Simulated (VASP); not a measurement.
## How a change of volume changes Au

How do stress and energy of Au follow a change of volume?

Method: PBEsol; plane waves and PAW (Au), in the first sound run; inputs show where later runs differ, in VASP 6.6.1.

Most raw output is cut from this account.

### 1. Starting point

It takes space group Fm-3m (No. 225, cubic). Conventional cell: a = 4.080 Å, b = 4.080 Å, c = 4.080 Å, α = 90.00°, β = 90.00°, γ = 90.00°. Au has 12 Au at 2.88 Å nearest.

As a file:

```xyz
1
Lattice="0.0000 2.0400 2.0400 2.0400 0.0000 2.0400 2.0400 2.0400 0.0000" Properties=species:S:1:pos:R:3 pbc="T T T"
Au    0.0000    0.0000    0.0000
```

### 2. Relax the crystal, PBEsol

The series starts from the cell that this level prefers, so that zero strain is near zero stress.

Level: PBEsol; plane waves and PAW (Au).

INCAR

```
SYSTEM = Au
PREC = Accurate
ENCUT = 450
EDIFF = 1E-07
NELM = 120
ISMEAR = 1
SIGMA = 0.15
LREAL = .FALSE.
ALGO = Normal
GGA = PS
NBANDS = 11
LASPH = .TRUE.
LORBIT = 11
LWAVE = .FALSE.
LCHARG = .FALSE.
KPAR = 8
IBRION = 2
NSW = 40
ISIF = 3
EDIFFG = -0.005
POTIM = 0.4
```

POSCAR

```
Au
1.0
    0.0000000000      2.0400000000      2.0400000000
    2.0400000000      0.0000000000      2.0400000000
    2.0400000000      2.0400000000      0.0000000000
Au
1
Direct
    0.0000000000      0.0000000000      0.0000000000
```

KPOINTS

```
Automatic mesh
0
Gamma
25 25 25
0 0 0
```

The projector-augmented-wave data sets are Au (PBE family, release 64).

Run with:

```console
> mpirun -np 8 vasp_std
```

Run time: 11 s. Hardware: 8 MPI ranks of Intel Xeon 6975P-C (Granite Rapids), shared host; peak memory 1.4 GiB; 69 s of CPU time.

This run gave:

- energy(sigma→0) of the program: -3.9223 eV
- stress, compression positive: xx, yy, zz 0.00, 0.00, 0.00 GPa
- volume: 16.992 Å³
- ionic steps: 3

### 3. Relax at fixed volume, PBEsol

One member in full: the volume is scaled by 0.96, and the cell is held.

Level: PBEsol; plane waves and PAW (Au).

INCAR: that of step 2 with these lines changed.

```diff
@@ -15,7 +15,8 @@
 LCHARG = .FALSE.
-KPAR = 8
+KPAR = 2
 IBRION = 2
 NSW = 40
-ISIF = 3
-EDIFFG = -0.005
+ISIF = 2
+EDIFFG = -0.004
 POTIM = 0.4
+MAXMIX = 40
```

POSCAR

```
Au
1.0
    0.0000000000      2.0129438124      2.0129438124
    2.0129438124      0.0000000000      2.0129438124
    2.0129438124      2.0129438124      0.0000000000
Au
1
Direct
    0.0000000000      0.0000000000      0.0000000000
```

KPOINTS is that of step 2.

Run with:

```console
> mpirun -np 2 vasp_std
```

The job ended after 13 s (2 MPI ranks; peak memory 0.34 GiB; 20 s of CPU time).

Numbers from this step:

```
energy(sigma→0) of the program : -3.9059 eV
stress, compression positive   : xx, yy, zz 8.04, 8.04, 8.04 GPa
ionic steps                    : 1
```

### 4. The table

The other members went through these steps as far as the tables show, with the same cutoff and, step by step, the same mesh; 8 runs are not shown. The session took 0.094 core hours (wall time by ranks) on a shared machine.

| volume over the relaxed volume | volume (Å³/atom) | pressure (GPa) | energy above the unstrained row, extrapolated to no smearing (meV/atom) |
| --- | --- | --- | --- |
| 0.940 | 15.973 | 12.948 | 38.601 |
| 0.960 | 16.313 | 8.042 | 16.407 |
| 0.980 | 16.652 | ? | ? |
| 0.990 | 16.822 | 1.816 | 0.980 |
| 1 | 16.992 | 0.007 | 0.000 |
| 1.010 | 17.162 | -1.681 | 0.875 |
| 1.020 | 17.332 | -3.256 | 3.478 |
| 1.040 | 17.672 | -6.093 | 13.405 |
| 1.060 | 18.012 | -8.565 | 28.946 |

### 5. Stress from the known rows

A least-squares cubic through the 8 rows shown, with u the logarithm of the volume ratio: pressure = − 705.9 u³ + 513.8 u² − 174.7 u + 0.007151 (GPa), r.m.s. residual 7.4e-4 GPa.

For the withheld row, u = -0.02020, the fit gives 3.751 GPa.

### 6. Prediction against calculation

The calculation gives 3.752 GPa, so the prediction is 0.001 GPa too low.

A cubic of the pressure in ln(V/V₀) through all rows has the slope −B at V₀: B = 175 GPa, and its curvature gives B′ = 5.9.

### 7. Results

| Property | Result |
| --- | --- |
| error of the predicted pressure | -0.001 GPa |
| bulk modulus | 175 GPa |

**Reading.** These are static values: temperature and zero-point motion are left out. In a metal the slopes also depend on mesh and smearing, which were held through the series.

[Lines on the potential files, build, host, timing and source positions are cut from VASP's logs without a mark.]

[Logs are printed without paths, hosts, clocks, repeated set-up lines and the standing remarks that a program may print on its own settings, such as how far it seeks lower states.]

[Hosts, paths, dates, database ids (printed as entryN), source tags and the programs' standing remarks are cut or masked in the printed files.]

[In band tables of VASP the shares of atoms and orbitals are scaled to a sum of 1 inside the atoms' spheres.]
